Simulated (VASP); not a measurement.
A run of VASP 6.6.1 is set up as follows.

Contents of INCAR:

```
SYSTEM = AlCr2F4
PREC = Accurate
ENCUT = 520
EDIFF = 1E-7
ISMEAR = 1
SIGMA = 0.1024
LREAL = .FALSE.
LASPH = .TRUE.
NELM = 100
ALGO = Fast
ISIF = 2
LWAVE = .FALSE.
LCHARG = .FALSE.
GGA = PS
NBANDS = 68
```

KPOINTS

```
regular mesh
0
G
  7 7 7
  0 0 0
```

POSCAR

```
AlCr2F4
1.0
    0.0000000000      4.3149627500      4.3149627500
    4.3149627500      0.0000000000      4.3149627500
    4.3149627500      4.3149627500      0.0000000000
Al Cr F
2 4 8
Direct
    0.0000000000      0.0000000000      0.0000000000
    0.2500000000      0.2500000000      0.2500000000
    0.6250000000      0.6250000000      0.6250000000
    0.1250000000      0.6250000000      0.6250000000
    0.6250000000      0.6250000000      0.1250000000
    0.6250000000      0.1250000000      0.6250000000
    0.3760000000      0.3760000000      0.3760000000
    0.3780000000      0.8740000000      0.8740000000
    0.3760000000      0.3760000000      0.8720000000
    0.8740000000      0.3780000000      0.8740000000
    0.8720000000      0.3760000000      0.3760000000
    0.8740000000      0.8740000000      0.8740000000
    0.3760000000      0.8720000000      0.3760000000
    0.8740000000      0.8740000000      0.3780000000
```

Potentials or basis: VASP PAW PBE potentials, release 64 (Al, Cr_pv, F).

Launch:

```sh
$ cat potpaw_PBE.64/Al/POTCAR potpaw_PBE.64/Cr_pv/POTCAR potpaw_PBE.64/F/POTCAR > POTCAR
$ mpirun -np 1 vasp_std > vasp.out
```

Question: What does it give for the largest force?

Answer: 0.144 eV/Å.

Question: Predict the pressure.

Answer: 3.1 GPa.

Forces on the atoms (eV/Å):
```
Al   0.000  0.000  0.000
Al   0.000  0.000  0.000
Cr   0.000  0.000  0.000
Cr   0.000  0.000  0.000
Cr   0.000  0.000  0.000
Cr   0.000  0.000  0.000
F   -0.083 -0.083 -0.083
F    0.083 -0.083 -0.083
F    0.083  0.083 -0.083
F   -0.083  0.083 -0.083
F   -0.083  0.083  0.083
F    0.083  0.083  0.083
F    0.083 -0.083  0.083
F   -0.083 -0.083  0.083
```

Caveat: the PAW data sets were made with another functional, which shifts forces and pressure a little; the run has no spin polarisation, though such a crystal can be magnetic; semilocal functionals often make such compounds metallic where correlation or magnetic order opens a gap, which also shifts bond lengths. Spin polarisation is off, so any magnetic state and its effect on volume and gap are missing.
